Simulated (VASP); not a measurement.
# Sr2Br3 (P-3m1) in VASP: equation of state with PBE+D3(BJ)

Aim: the equation of state of Sr2Br3 with PBE+D3(BJ).

Program: VASP 6.6.1. These are calculated values, not measurements. Logs are shortened: lines on timing, memory, paths and dates and some standing lists are left out, and cuts for length are marked.

**1. The crystal as given**

It takes space group P-3m1 (No. 164, trigonal). Conventional cell: a = 5.252 Å, b = 5.252 Å, c = 6.532 Å, α = 90.00°, β = 90.00°, γ = 120.00°. Sr (site symmetry 3m) has 5 Br at 3.15 to 3.36 Å as nearest neighbours. Br (site symmetry 3m) has 5 Sr at 3.15 to 3.36 Å and 3 Br at 3.28 Å as nearest neighbours. Br (site symmetry -3m) has 6 Br at 3.28 Å and 6 Sr at 3.69 Å as nearest neighbours.

The cell was built by a generator and needn't be a form met in nature.

**2. Equation of state, PBE+D3(BJ)**

run.py

```python
from ase.calculators.vasp import Vasp
from ase.eos import EquationOfState
from ase.io import Trajectory
from ase.io import read
from ase.units import GPa

atoms = read('Sr2Br3.xyz')
calc = Vasp(
    directory='calc',
    xc='pbe',
    pp='PBE',
    setups='recommended',
    prec='Accurate',
    encut=520,
    ediff=1e-07,
    ismear=-1,
    sigma=0.1,
    lreal=False,
    lasph=True,
    nelm=100,
    algo='Fast',
    isif=2,
    lwave=False,
    lcharg=False,
    ivdw=12,
    kpts=[6, 6, 4],
    gamma=True,
)
atoms.calc = calc
cell = atoms.cell.copy()
volumes, energies = [], []
traj = Trajectory('eos.traj', 'w')
for x in [0.94, 0.96, 0.98, 1.0, 1.02, 1.04, 1.06]:
    atoms.set_cell(cell * x ** (1 / 3), scale_atoms=True)
    volumes.append(atoms.get_volume())
    energies.append(atoms.get_potential_energy())
    traj.write(atoms)
    print(f'{x:5.2f} {volumes[-1]:12.5f} {energies[-1]:14.6f}')

v0, e0, B = EquationOfState(volumes, energies, eos='vinet').fit()
print(f'V0 = {v0:.4f} A^3, E0 = {e0:.6f} eV, B = {B / GPa:.2f} GPa')
```

Sr2Br3.xyz

```xyz
5
Lattice="5.2518111900 0.0000000000 0.0000000000 -2.6259055900 4.5482019000 0.0000000000 0.0000000000 0.0000000000 6.5317331200" Properties=species:S:1:pos:R:3 pbc="T T T"
Sr     2.6259056229      1.5160672848      2.1010638991
Sr    -0.0000000229      3.0321346152      4.4306692209
Br     2.6259056229      1.5160672848      5.2681348604
Br    -0.0000000229      3.0321346152      1.2635982596
Br     0.0000000000      0.0000000000      0.0000000000
```

Potentials or basis: VASP PAW PBE potentials, release 64 (Sr_sv, Br).

Run with:

```bash
$ python run.py
```

The log of the run:

```text
0.94    146.65779     -16.472281
 0.96    149.77816     -16.533551
 0.98    152.89854     -16.579060
 1.00    156.01892     -16.610512
 1.02    159.13930     -16.629448
 1.04    162.25968     -16.637272
 1.06    165.38006     -16.635182
V0 = 163.1160 A^3, E0 = -16.637633 eV, B = 25.70 GPa
```

OUTCAR:

```text
ENCUT = 520.000000
   EDIFF = 1.00e-07
   GGA = PE
   PREC = Accurate
   ISIF = 2
   ISMEAR = -1
   NELM = 100
   IVDW = 12
   LASPH = .TRUE.
   LREAL = .FALSE.
 IVDW          = 12

 ion  position               nearest neighbor table
   1  0.667  0.333  0.322-   4 3.21   4 3.21   4 3.21   3 3.23   3 3.43   5 3.76   5 3.76   5 3.76
                             2 3.90   2 3.90   2 3.90
   2  0.333  0.667  0.678-   3 3.21   3 3.21   3 3.21   4 3.23   4 3.43   5 3.76   5 3.76   5 3.76
                             1 3.90   1 3.90   1 3.90
   3  0.667  0.333  0.807-   2 3.21   2 3.21   2 3.21   1 3.23   1 3.43
   4  0.333  0.667  0.193-   1 3.21   1 3.21   1 3.21   2 3.23   2 3.43
   5  0.000  0.000  0.000-   1 3.76   2 3.76   2 3.76   1 3.76   2 3.76   1 3.76

  LATTYP: Found a hexagonal cell.
 ALAT       =     5.3548140303
 C/A-ratio  =     1.2437105760

  Lattice vectors:

 A1 = (   5.3548140303,   0.0000000000,   0.0000000000)
 A2 = (  -2.6774070100,   4.6374049762,   0.0000000000)
 A3 = (   0.0000000000,   0.0000000000,   6.6598388418)

Analysis of symmetry for initial positions (statically):
=====================================================================
 Subroutine PRICEL returns:
 Original cell was already a primitive cell.

 Routine SETGRP: Setting up the symmetry group for a
 hexagonal supercell.

 Subroutine GETGRP returns: Found 12 space group operations
 (whereof 12 operations were pure point group operations)
 out of a pool of 24 trial point group operations.

The static configuration has the point symmetry D_3d.

Analysis of symmetry for dynamics (positions and initial velocities):
=====================================================================
 Subroutine PRICEL returns:
 Original cell was already a primitive cell.

 Routine SETGRP: Setting up the symmetry group for a
 hexagonal supercell.

 Subroutine GETGRP returns: Found 12 space group operations
 (whereof 12 operations were pure point group operations)
 out of a pool of 24 trial point group operations.

The dynamic configuration has the point symmetry D_3d.

 Subroutine INISYM returns: Found 12 space group operations
 (whereof 12 operations are pure point group operations),
 and found     1 'primitive' translations

----------------------------------------------------------------------------------------

                                     Primitive cell

  volume of cell :     165.3801

  direct lattice vectors                    reciprocal lattice vectors
     5.354814030  0.000000000  0.000000000     0.186747849  0.107818921  0.000000000
    -2.677407010  4.637404976  0.000000000     0.000000000  0.215637842  0.000000000
     0.000000000  0.000000000  6.659838842     0.000000000  0.000000000  0.150153784

  length of vectors
     5.354814030  5.354814022  6.659838842     0.215637841  0.215637842  0.150153784

  position of ions in fractional coordinates (direct lattice)
     0.666666670  0.333333330  0.321670200
     0.333333330  0.666666670  0.678329800
     0.666666670  0.333333330  0.806544720
     0.333333330  0.666666670  0.193455280
     0.000000000  0.000000000  0.000000000

  ion indices of the primitive-cell ions
   primitive index   ion index
                 1           1
                 2           2
                 3           3
                 4           4
[... 30 lines left out ...]
  0.000000  0.000000  0.000000      1.000000
  0.166667  0.000000  0.000000      6.000000
  0.333333  0.000000  0.000000      6.000000
  0.500000  0.000000  0.000000      3.000000
  0.166667  0.166667  0.000000      6.000000
  0.333333  0.166667  0.000000     12.000000
[... 16 lines left out ...]
  0.333333  0.166667  0.500000     12.000000
  0.333333  0.333333  0.500000      2.000000
   k-points           NKPTS =     24   k-points in BZ     NKDIM =     24   number of bands    NBANDS=     24
   number of dos      NEDOS =    301   number of ions     NIONS =      5
   total plane-waves  NPLWV =  80000
   dimension x,y,z NGX =    40 NGY =   40 NGZ =   50
   dimension x,y,z NGXF=    80 NGYF=   80 NGZF=  100
   ions per type =               2   3
   NGX,Y,Z   is equivalent  to a cutoff of  12.42, 12.42, 12.48 a.u.
   NGXF,Y,Z  is equivalent  to a cutoff of  24.84, 24.84, 24.96 a.u.
 SYSTEM =  unknown system
   PREC   = accura    normal or accurate (medium, high low for compatibility)
   ISTART =      0    job   : 0-new  1-cont  2-samecut
   ICHARG =      2    charge: 1-file 2-atom 10-const
   ISPIN  =      1    spin polarized calculation?
   LNONCOLLINEAR =      F non collinear calculations
   LSORBIT =      F    spin-orbit coupling
   LASPH  =      T    aspherical Exc in radial PAW
   ENCUT  =  520.0 eV  38.22 Ry    6.18 a.u.   9.96  9.96 12.38*2*pi/ulx,y,z
   NELM   =    100;   NELMIN=  2; NELMDL=  0     # of ELM steps
   EDIFF  = 0.1E-06   stopping-criterion for ELM
   LREAL  =      F    real-space projection
   EDIFFG = 0.1E-05   stopping-criterion for IOM
   NSW    =      0    number of steps for IOM
   IBRION =     -1    ionic relax: 0-MD 1-quasi-New 2-CG
   NFREE  =      0    steps in history (QN), initial steepest desc. (CG)
   ISIF   =      2    stress and relaxation
   ISYM   =      2    0-nonsym 1-usesym 2-fastsym
   POTIM  = 0.5000    time-step for ionic-motion
   TEBEG  =    0.0;   TEEND  =   0.0 temperature during run
   PSTRESS=    0.0 pullay stress
   NELECT =      41.0000    total number of electrons
   NUPDOWN=      -1.0000    fix difference up-down
   EMIN   =  10.00;   EMAX   =-10.00  energy-range for DOS
   EFERMI =   0.00;   METHOD = LEGACY
   ISMEAR =    -1;   SIGMA  =   0.10  broadening in eV -4-tet -1-fermi 0-gaus
   EFERMI_NEDOS =   21; number of points for ismear=-14 and -15
   IALGO  =     68    algorithm
   IMIX   =      4    mixing-type and parameters
     AMIX     =   0.40;   BMIX     =  1.00
     AMIX_MAG =   1.60;   BMIX_MAG =  1.00
  volume/ion in A,a.u.               =      33.08       223.21
  Fermi-wavevector in a.u.,A,eV,Ry     =   1.028431  1.943452 14.390473  1.057670
  Thomas-Fermi vector in A             =   2.162427
   LORBIT       =      0    0 simple, 1 ext, 2 COOP (PROOUT), +10 PAW based schemes
   GGA     = PE    functional components
   LHFCALC =     F    Hartree Fock is set to
   AEXX    =    0.0000 exact exchange contribution
   IVDW    =    12    specifies the selected vdW correction
   LEPSILON=     F    determine dielectric tensor
   LRPA    =     F    only Hartree local field effects (RPA)
 non-spin polarized calculation
 RMM-DIIS sequential band-by-band and
  energy-cutoff  :      520.00
  volume of cell :      165.38
 maximum number of plane-waves:      4494
   NGX = 19   NGY = 19   NGZ = 25

 number of electron      40.9999998 magnetization

 Free energy of the ion-electron system (eV)
  ---------------------------------------------------
  ext. energy  EPLUGINS =         0.00000000
  ---------------------------------------------------
  free energy    TOTEN  =       -15.38304740 eV

  energy without entropy =      -15.29088848  energy(sigma->0) =      -15.33696794

 E-fermi :   3.6914     XC(G=0):  -8.4389

 val. band max:        3.6765000549   @ k =   0.1667   0.1667   0.0000
 cond. band min:       3.6952008409   @ k =   0.1667   0.0000   0.2500
 fundamental gap:      0.0187007860
 Fermi energy:         3.6914070163

 k-point     1 :       0.0000    0.0000    0.0000
  band No.  band energies     occupation
      1     -33.6787      2.00000
      2     -33.6541      2.00000
      3     -15.7427      2.00000
      4     -15.6901      2.00000
      5     -15.6901      2.00000
      6     -15.6356      2.00000
[... 637 lines left out ...]
     23       5.0648      0.00000
     24       5.6101      0.00000

------------------------ aborting loop because EDIFF is reached ----------------------------------------

 Edisp (eV)   -1.29821

 E8    (eV) :    -0.6060

  FORCE on cell =-STRESS in cart. coord.  units (eV):
  Direction    XX          YY          ZZ          XY          YZ          ZX
  --------------------------------------------------------------------------------------
  -------------------------------------------------------------------------------------
  Total       0.86091     0.86091    -2.64370     0.00000     0.00000     0.00000
  in kB       8.34034     8.34034   -25.61180     0.00000     0.00000     0.00000
  external pressure =       -2.98 kB  Pullay stress =        0.00 kB

 VOLUME and BASIS-vectors are now :
 -----------------------------------------------------------------------------
  energy-cutoff  :      520.00
  volume of cell :      165.38
      direct lattice vectors                 reciprocal lattice vectors
     5.354814030  0.000000000  0.000000000     0.186747849  0.107818921  0.000000000
    -2.677407010  4.637404976  0.000000000     0.000000000  0.215637842  0.000000000
     0.000000000  0.000000000  6.659838842     0.000000000  0.000000000  0.150153784

 POSITION                                       TOTAL-FORCE (eV/Angst)
 -----------------------------------------------------------------------------------
      2.67741      1.54580      2.14227         0.000000      0.000000     -1.368526
     -0.00000      3.09160      4.51757        -0.000000     -0.000000      1.368526
      2.67741      1.54580      5.37146         0.000000      0.000000     -1.236803
     -0.00000      3.09160      1.28838         0.000000     -0.000000      1.236803
      0.00000      0.00000      0.00000         0.000000      0.000000      0.000000
 -----------------------------------------------------------------------------------
    total drift:                               -0.000000     -0.000000     -0.000000

  FREE ENERGIE OF THE ION-ELECTRON SYSTEM (eV)
  ---------------------------------------------------
  free  energy   TOTEN  =       -16.6812618762 eV

  energy  without entropy=      -16.5891029485  energy(sigma->0) =      -16.63518241
```

INCAR:

```text
ENCUT = 520.000000
SIGMA = 0.100000
EDIFF = 1.00e-07
ALGO = Fast
GGA = PE
PREC = Accurate
ISIF = 2
ISMEAR = -1
NELM = 100
IVDW = 12
LASPH = .TRUE.
LCHARG = .FALSE.
LWAVE = .FALSE.
LREAL = .FALSE.
```

It took 21 min on 1 thread of Intel Xeon Platinum 8488C (Sapphire Rapids), shared host; peak memory 0.32 GiB.

What came out:

```yaml
Equilibrium_volume: 32.62 Å³/atom
Bulk_modulus_at_fixed_shape_and_positions: 26 GPa
Pressure_derivative_of_the_bulk_modulus: 5.1
```

Energy against volume, from the lowest point:
| volume (Å³/atom) | energy (meV/atom) |
| --- | --- |
| 29.332 | 33.00 |
| 29.956 | 20.74 |
| 30.580 | 11.64 |
| 31.204 | 5.35 |
| 31.828 | 1.56 |
| 32.452 | 0.00 |
| 33.076 | 0.42 |

Caveat: the cell was scaled at fixed shape and fractional positions, which overstates the stiffness of a crystal with free parameters, most of all of layers and chains.

**3. The reference run**

An earlier run on the cell as given: functional PBE; potentials or basis VASP PAW PBE potentials, release 64 (Sr_sv, Br); cutoff 520 eV; k mesh 6 × 6 × 4; occupations fermi-dirac, width 0.05 eV; no spin polarisation.

* Pressure: 2.7 GPa
* Largest force: 1.422 eV/Å
* Band gap on the k mesh: none (metal or under the smearing width)
